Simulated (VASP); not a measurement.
Runs of VASP 6.6.1 on C. It takes space group P6_3/mmc (No. 194, hexagonal). The conventional cell has a = 1.709 Å, b = 1.709 Å, c = 13.516 Å, α = 90.00°, β = 90.00°, γ = 120.00°. C (site symmetry -3m) has 6 C at 1.71 Å as nearest neighbours. Around C (site symmetry -6m2) lie 6 C at 1.71 Å. 

```tsv
cell	k mesh	gap on the mesh (eV)	pressure (GPa)
P6_3/mmc, 8.55 Å³/atom	28 × 28 × 3	none	-0.9
P6_3/mmc, 9.57 Å³/atom	23 × 23 × 3	none	-10.4
P6_3/mmc, 7.86 Å³/atom	23 × 23 × 3	none	15.4
P6_3/mmc, 8.55 Å³/atom	23 × 23 × 3	none	(a)
```

Alike in all rows: task single point; level PBEsol; potentials or basis VASP PAW PBE potentials, release 64 (C); no spin polarisation; cutoff (eV) 520; smearing fermi-dirac 0.1 eV.

**Question.** Fill in the values left out.

**Answer.** (a) -1.0.

Caveats: the PAW data sets were made with another functional, which shifts forces and pressure a little (some runs); this functional lacks dispersion, which binds the layers, so the pressure and a relaxed spacing across them are unreliable (some runs); so large a pressure means that the cell lies far from this level's equilibrium, or that cutoff or potentials fall short (some runs); the potentials were made for another functional, which shifts forces and pressure (some runs).

A gap of «none» marks a metal or a gap under the smearing width.
